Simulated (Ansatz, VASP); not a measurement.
# LiF (Griceite): VASP beside Ansatz, part 2 of 2

Wanted: the spread between two codes on one cell, functional and k mesh. The cell is taken from a series of runs on this material, whose earlier steps may have relaxed, scaled, displaced or heated it; both programs get it as it stands.

VASP 6.6.1 and Ansatz 0.2.0.

So far: Starting point; VASP: zone-centre phonons, LDA.

### 3. Ansatz: zone-centre phonons, LDA

Level of this step: Ansatz beside VASP: Kohn-Sham DFT, plane waves, LDA (Ansatz).

Ansatz runs on its default PAW (the set named soft_2) files.

The same cell, functional (in two slightly different forms) and mesh now go to Ansatz, which takes its cutoff from its data sets.

The input, input.yaml:

```yaml
crystal:
  lattice:
    - [0.0, 1.9446328746, 1.9446328746]
    - [1.9446328746, 0.0, 1.9446328746]
    - [1.9446328746, 1.9446328746, 0.0]
  atoms:
    - { symbol: Li, position: [0.0, 0.0, 0.0] }
    - { symbol: F, position: [0.5, 0.5, 0.5] }
kpoints:
  mp_grid: { grid: [12, 12, 12] }
hamiltonian:
  xc: lda
scf:
  occupations: { method: fixed }
  lower_state_search: "off"
output:
  eigenvalues: true
phonons:
  method: dfpt
  dielectric: true
  rigid_motions: translations
  qmesh: [4, 4, 4]
  temperatures: { t_max: 1000, t_step: 50 }
  qpath:
    path:
      - [[0.0, 0.0, 0.0], [0.5, 0.0, 0.5], [0.625, 0.25, 0.625]]
      - [[0.375, 0.375, 0.75], [0.0, 0.0, 0.0], [0.5, 0.5, 0.5], [0.5, 0.25, 0.75], [0.5, 0.0, 0.5]]
    npoints: 10
```

The run is started by

```console
$ ansatz run input.yaml --threads 4 --pin off --max-ram 16384MiB --backend cpu --events-out ev --progress --plain --runs-dir out
```

Numbers of over 12 decimals in the logs are rounded to 6 here.

Output:

```text
Engine: ansatz 0.2.0, aarch64-unknown-linux-gnu
Pseudopotentials: kind: paw
Pseudopotential: Li, paw, valence charge 3, recommended cutoff 420 eV (normal), Li.paw.azcp
Pseudopotential: F, paw, valence charge 7, recommended cutoff 420 eV (normal), F.paw.azcp
Functional definition: SPW92
  exchange = slater_x
  correlation = pw_c
Crystal: 2 atoms, lattice volume = 14.708 Å³
Basis set: ecut = 420 eV, 283 PW (Γ), exchange–correlation on 40×40×40 points (8 copies of the dense FFT grid, shifted against one another)
Bands: 9, of which v1, the nominal top of the filled ones, is band 5 counted from 1 (4 counted from 0)
Symmetry: 48 space group operations
k-points: 163 of 1728 (irreducible under 8 space group operations, time reversal used)
Non-local potential: Li, projectors of the file, l = 0: 3, l = 1: 2, l = 2: 1
Non-local potential: F, projectors of the file, l = 0: 2, l = 1: 2, l = 2: 1
PAW form: soft (Blöchl's): semilocal exchange-correlation on the pseudo side does not see the compensation charge
PAW frozen core: F, regenerated for the run's functional, and the local potential with it (the file was generated under x = pbe(κ = 0.804, μ = 0.219515), c = pbe(β = 0.066725))
PAW one-centre angular grid: Li, 110 points (default); XC on 64 Gauss nodes
PAW one-centre angular grid: F, 110 points (default); XC on 64 Gauss nodes
Initial density: superposition of atomic densities (neutral atoms: chi_scale 0, normalization atom), corrected by the library's trained network
Initial wavefunctions: pseudopotential atomic-orbital guess
Functional: x = slater, c = lda
SCF iter   1: F=—  HF=-998.717556 eV  |F-HF|=—  |Δ(HF+E_count)|=         —  Δρ=2.26e-2  dr2=4.97e-2  ethr=1.77e-3  ⟨swp⟩=3.9  Hψ=7976  notcnv=0  defer=293
preconditioner: auto → none  [insulator: Δε(μ)=9.626 eV  Ē_g=23.167 eV  n_scr=0 (ndim 8)  ℏωp=27.4 eV  f_vac=0.000  ε∞_Penn≈2.4]
SCF iter   2: F=—  HF=-998.698721 eV  |F-HF|=—  |Δ(HF+E_count)|=   1.88e-2  Δρ=9.46e-3  dr2=4.86e-3  ethr=4.97e-4  ⟨swp⟩=3.0  Hψ=3751  notcnv=0  defer=316
SCF iter   3: F=—  HF=-998.696329 eV  |F-HF|=—  |Δ(HF+E_count)|=   2.39e-3  Δρ=2.13e-3  dr2=3.43e-4  ethr=4.86e-5  ⟨swp⟩=2.5  Hψ=2380  notcnv=0  defer=320
SCF iter   4: F=—  HF=-998.695987 eV  |F-HF|=—  |Δ(HF+E_count)|=   3.42e-4  Δρ=4.23e-4  dr2=9.59e-6  ethr=3.43e-6  ⟨swp⟩=2.0  Hψ=2400  notcnv=0  defer=290
SCF iter   5: F=—  HF=-998.695978 eV  |F-HF|=—  |Δ(HF+E_count)|=   9.54e-6  Δρ=5.24e-5  dr2=2.97e-7  ethr=9.59e-8  ⟨swp⟩=2.0  Hψ=1630  notcnv=0  defer=22
SCF iter   6: F=—  HF=-998.695978 eV  |F-HF|=—  |Δ(HF+E_count)|=   9.47e-8  Δρ=2.43e-6  dr2=5.12e-10  ethr=2.97e-9  ⟨swp⟩=2.9  Hψ=2194  notcnv=0
SCF iter   7: F=-998.695978 eV  HF=-998.695978 eV  |F-HF|=2.16e-12  |Δ(HF+E_count)|=  2.89e-10  Δρ=2.08e-7  dr2=3.04e-12  ethr=1.00e-12  ⟨swp⟩=5.9  Hψ=6903  notcnv=0
SCF 1 converged in 7 iterations: F = -998.695978 eV  dr2 = 3.04e-12
  greatest PAW one-centre occupation: 1.000 electrons in one spin orbital (limit 2), on the Li atom at site 0 (counted from 0), in its partial waves of l = 0
NSCF: frozen V_eff on 1 k-points
DFPT response loops at Γ: preconditioner auto → none (the input reference at scf.mixing.eps_inf says where Resta's filter doesn't serve); β = 0.50; Broyden in place of MSR1
NSCF: frozen V_eff on 72 k-points
NSCF: frozen V_eff on 1872 k-points
DFPT response loops at q = (0, 0, 0.25) (fractional): mixed as the last ones told, above
NSCF: frozen V_eff on 952 k-points
DFPT response loops at q = (0, 0, -0.5) (fractional): mixed as the last ones told, above
NSCF: frozen V_eff on 1020 k-points
DFPT response loops at q = (0, 0.25, 0.25) (fractional): mixed as the last ones told, above
NSCF: frozen V_eff on 3456 k-points
DFPT response loops at q = (0, 0.25, -0.5) (fractional): mixed as the last ones told, above
NSCF: frozen V_eff on 1872 k-points
DFPT response loops at q = (0, 0.25, -0.25) (fractional): mixed as the last ones told, above
NSCF: frozen V_eff on 560 k-points
DFPT response loops at q = (0, -0.5, -0.5) (fractional): mixed as the last ones told, above
NSCF: frozen V_eff on 1020 k-points
DFPT response loops at q = (0.25, -0.5, -0.25) (fractional): mixed as the last ones told, above
SCF converged after 7 iterations
Free energy (F): -998.695978 eV
Harris-Foulkes:  -998.695978 eV  (|F-HF|=2.16e-12)
Internal energy: -998.695978 eV  (E = F + TS)
E sigma→0 (E₀):  -998.695978 eV
Fermi energy:    1.488673 eV
--- Per-component energies (eV) ---
  E_band       = -110.884960
  E_kinetic    = 230.057651
  E_local      = -608.598214  (includes V_loc(G=0)·N_el)
  E_nonlocal   = 43.109694
  E_hartree    = 210.113301
  E_xc         = -90.038909
  E_vxc        = -116.685202  (∫ρ·V_xc dr)
  E_paw        = -206.451721  (= ΣΔE_a)
  E_vpaw       = -78.997603  (= ΣTr[D̂ρ^β])
  E_aug_tail   = 0.002064  (compensation charges beyond the density's cutoff)
  E_ewald      = -577.003095
  E_core_change = 0.113252  (= ΣΔE_core)
  E_smearing   = -0.000000  (= −TS)
  E_closure    = 0.000000  (closes the sum)
  Σ components = -998.695978   (vs F -998.695978, Δ=0.00e0)
--- Band table (eV; the first three rows and the last of 163) ---
  k-point 0: bands = ["-38.0317", "-18.3968", "1.4876", "1.4876", "1.4876", "11.3392", "26.3121", "26.3121", "26.3121"]
  k-point 1: bands = ["-38.0245", "-18.3652", "1.2559", "1.4679", "1.4679", "11.5372", "23.8413", "25.1603", "25.1603"]
  k-point 2: bands = ["-38.0048", "-18.2769", "0.6629", "1.4160", "1.4160", "11.9985", "21.5274", "23.7989", "23.7989"]
  k-point 162: bands = ["-37.8954", "-17.5465", "-1.0165", "-1.0165", "0.5717", "16.9964", "16.9964", "19.5068", "21.8540"]
--- Phonons (Γ-DFPT): 2 representative perturbations + reference, on 163 of 1728 k-points (Σ response iterations 7) ---
  k mesh reduced under 8 symmetry operations, with k and −k counted as one. Each operation leaves every solved perturbation unchanged. A smaller set is not considered because the run solves the response to a homogeneous field
  ASR residual: 8.005e-5 → 0.000e0 eV/Å²; symmetrization residual: 5.425e-7 eV/Å²
  ASR residual per site (eV/Å²): 1.98e-5 8.01e-5
  Γ frequencies (cm⁻¹): 0.00 0.00 0.00 352.72 352.72 352.72
  ε∞ (high-frequency dielectric tensor):
        2.122801     0.000000    -0.000000
        0.000000     2.122801    -0.000000
        0.000000     0.000000     2.122801
  ε⁰ (static dielectric tensor: ions relaxed, cell fixed):
        7.832230     0.000000    -0.000000
        0.000000     7.832230    -0.000000
        0.000000     0.000000     7.832230
  ε⁰ − ε∞ (ionic part):
        5.709429     0.000000     0.000000
        0.000000     5.709429     0.000000
        0.000000     0.000000     5.709429
  softest optical mode at Γ: 352.72 cm⁻¹; the repairs (sum rule, projections) moved no ω² at Γ by more than (1.13 cm⁻¹)²
  Born effective charges Z* (e; rows j = field, columns β = displacement):
    site 0:
         1.03886    0.00000    0.00000
        -0.00000    1.03886    0.00000
         0.00000    0.00000    1.03886
    site 1:
        -1.03886   -0.00000    0.00000
         0.00000   -1.03886   -0.00000
         0.00000   -0.00000   -1.03886
  Z* charge neutrality: 1.623e-6 e pre-enforcement
  k-mesh period / interband length: 33.0 Å / 0.79 Å = 41.78 at k = (0.0000, 0.0000, -0.5000), direct gap 11.224 eV — 14 or more, which is no proof of convergence
  optical modes at Γ without the LO–TO term, one row a degenerate level:
      ω (cm⁻¹)  modes    IR ((D/Å)²/amu)
        352.72      3            14.6947
  optical modes at Γ + LO–TO along q̂ = [1.0000, 0.0000, 0.0000]:
      ω (cm⁻¹)  modes    IR ((D/Å)²/amu)
        352.72      2             9.7965
        677.52      1             4.8982
  optical modes at Γ + LO–TO along q̂ = [0.0000, 1.0000, 0.0000]:
      ω (cm⁻¹)  modes    IR ((D/Å)²/amu)
        352.72      2             9.7965
        677.52      1             4.8982
  optical modes at Γ + LO–TO along q̂ = [0.0000, 0.0000, 1.0000]:
      ω (cm⁻¹)  modes    IR ((D/Å)²/amu)
        352.72      2             9.7965
        677.52      1             4.8982
--- Phonons (arbitrary-q DFPT): 8 irreducible q on the 4×4×4 mesh ---
  q = [0.0000, 0.0000, 0.0000] (star 1, of the zone-centre solve; hermiticity 4.67e-7, symmetrization 5.75e-14): -0.00 -0.00 0.00 352.72 352.72 352.72
  q = [0.0000, 0.0000, 0.2500] (star 8, 2 solved perturbations on 936 of 1728 k-point pairs; hermiticity 6.47e-8, symmetrization 6.30e-14): 158.67 158.67 274.02 345.62 345.62 660.52
  q = [0.0000, 0.0000, -0.5000] (star 4, 2 solved perturbations on 476 of 1728 k-point pairs; hermiticity 2.60e-10, symmetrization 1.86e-10): 238.25 238.25 327.89 327.89 405.19 633.48
  q = [0.0000, 0.2500, 0.2500] (star 6, 4 solved perturbations in 1608 linear systems a pass and spin channel, the states on 510 of 1728 k-point pairs; hermiticity 3.94e-8, symmetrization 7.39e-14): 184.88 184.88 288.78 371.60 371.60 585.29
  q = [0.0000, 0.2500, -0.5000] (star 24, 4 solved perturbations in 5328 linear systems a pass and spin channel, the states on 1728 of 1728 k-point pairs; hermiticity 7.60e-8, symmetrization 3.82e-9): 245.37 295.54 361.85 366.59 392.22 536.87
  q = [0.0000, 0.2500, -0.2500] (star 12, 4 solved perturbations in 2892 linear systems a pass and spin channel, the states on 936 of 1728 k-point pairs; hermiticity 6.39e-8, symmetrization 5.34e-14): 234.40 281.15 330.38 346.23 402.02 574.23
  q = [0.0000, -0.5000, -0.5000] (star 3, 4 solved perturbations in 886 linear systems a pass and spin channel, the states on 280 of 1728 k-point pairs; hermiticity 8.43e-8, symmetrization 4.20e-10): 255.54 255.54 385.62 390.04 390.04 490.17
  q = [0.2500, -0.5000, -0.2500] (star 6, 4 solved perturbations in 1544 linear systems a pass and spin channel, the states on 510 of 1728 k-point pairs; hermiticity 1.18e-7, symmetrization 1.30e-9): 296.70 339.53 339.53 406.29 436.26 436.26
  sum rule: each row above includes the acoustic sum rule's correction from the zone centre's row sums; it moved no ω² by more than (1.07 cm⁻¹)²
  mesh force constants: q→R imaginary residual 1.60e-18; ASR residual 8.005e-5 → 0.000e0 eV/Å²; symmetrization residual 6.217e-15 eV/Å²
  interpolated dispersion: 63 rows × 6 modes
  density of states and harmonic sums: on the 28×28×28 q-mesh, interpolated from the force constants of a 4×4×4 supercell (with the dipole–dipole term)
  largest difference from the sums on the solved wave vectors: F 8.25e-3 eV, S 1.24e-5 and C_V 3.95e-6 eV/K
  zero-point energy: 0.132259 eV/cell   skipped modes (ω ≤ 0): 3   left out of the sums: 2.28e-5 of the cell's modes: C_V's classical limit lies that fraction below 3 k_B per atom; for a crystal, a wire or a layer, F and S can be off by more, and a phonons.interpolated_qmesh denser along its periods is the remedy for the sampling
```

In the SCF lines HF is the Harris–Foulkes energy and dr2 the Hartree energy of the density residual, in eV; the loop may stop once dr2 is under the threshold and the program's other checks hold. Hψ counts applications of the Hamiltonian.

### 4. Differences

Known differences besides the potentials themselves: the two LDA forms differ slightly; fixed occupations in Ansatz, narrow Gaussian smearing in VASP; VASP's run holds the zone centre alone; the cutoff is 420 eV in Ansatz and 750 eV in VASP; VASP's log shows a relativistic correction to its local exchange, Ansatz's none. Total energies have different zeros and are not compared.

Both answers:

```
                                     quantity  Ansatz   VASP  difference
                                        ε∞ xx    2.12   2.12     +0.34 %
                                        ε∞ yy    2.12   2.12     +0.34 %
                                        ε∞ zz    2.12   2.12     +0.34 %
Born charge of Li1 (mean of the diagonal) (e)    1.04   1.04        0.00
 Born charge of F2 (mean of the diagonal) (e)   -1.04  -1.04        0.00
                   optical mode 1 to 3 (cm⁻¹)   352.7  356.7     -1.11 %
```

Modes are paired by rising frequency, not by their patterns, so a pair may set unlike modes beside each other; they are those without the splitting of longitudinal modes.

### 5. Summary of results

```json
{"r.m.s. difference of the optical zone-centre modes, each program's sorted by frequency (zone-centre phonons, LDA)": "4.0 cm⁻¹", "difference in optical mode 1 to 3 (zone-centre phonons, LDA)": "-1.1 %"}
```

In words: The r.m.s. difference of the optical zone-centre modes, each program's sorted by frequency is 4.0 cm⁻¹ (zone-centre phonons, LDA). Among the rows given in per cent, the largest difference of the zone-centre phonons, LDA pair is in optical mode 1 to 3, -1.1 %. Such differences can come from data sets, numerical settings and the points named under the comparisons, not from the functional's error against experiment.

[Lines on the potential files, build, host, timing and source positions are cut from VASP's logs without a mark.]

[Logs are printed without paths, hosts, clocks, repeated set-up lines and the standing remarks that a program may print on its own settings, such as how far it seeks lower states.]

[Hosts, paths, dates, database ids (printed as entryN), source tags and the programs' standing remarks are cut or masked in the printed files.]
